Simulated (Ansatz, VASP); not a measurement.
One calculation of Li2ICl, two programs

```
CELL_PARAMETERS angstrom
4.03269 0.00000 0.00000
0.00000 4.03269 0.00000
0.00000 0.00000 5.59336
ATOMIC_POSITIONS crystal
Li 0.00000 0.00000 0.00000
Li 0.50000 0.50000 0.50000
I 0.50000 0.50000 0.00000
Cl 0.00000 0.00000 0.50000
```

The cell comes from a database or a generator and needn't be the stable form of this composition.

Alike in both runs: task relaxation of cell and atoms; functional PBE; k mesh 6 × 6 × 4; occupations gaussian, width 0.02 eV; no spin polarisation.

```csv
,VASP,Ansatz
version,VASP 6.6.1,Ansatz 0.2.0
potentials or method,"VASP PAW PBE potentials, release 64 (Li_sv, I, Cl)","scalar-relativistic, plane waves, PAW"
plane-wave cutoff (eV),600,420
valence electrons in the cell,20,30
```

```csv
,VASP,Ansatz,Ansatz less VASP
"gap on the k mesh at the Fermi level, each at its own relaxed structure (eV)",4.64,4.63,-0.008
relaxed volume (Å³/atom),22.72,22.74,+0.024
relaxed cell length with the largest relative difference (Å),5.591,5.593,+0.0021
```

The two sets of potentials don't hold the same shells in valence.

Caveats: the cutoff is under 1.25 times the usual one of these potentials, so pressure, stress and relaxed cells hold a basis-set (Pulay) error (VASP); spin-orbit coupling is left out, which moves the levels of the heavy elements. A hybrid or GW would open this gap; PBE tends to underestimate it. A k mesh can miss the band edges.
